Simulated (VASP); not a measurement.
A 71-atom supercell of SiC (4h) holds C vacancy in charge state +0. It is relaxed twice, with the total moment held at 0 and at 2 μB. Calculation: PBE GGA, VASP's PBE PAW potentials (set 64) (plane waves; VASP). Settings: PREC = Normal, LREAL = Auto, ISYM = 0, EDIFF = 1E-5, 400 eV cut-off, 1×1×1 Γ-centred mesh, Gaussian smearing of 0.050 eV, potentials Si C.

The supercell is sampled at Γ alone, which is coarse: total energies, pressure and levels can be off, energies of defects by several tenths of an eV.

Which spin state lies lower, and by how much?

The state with 0 μB lies lower, by 0.51 eV.

The cell is a supercell with a defect, built from SiC (4h).
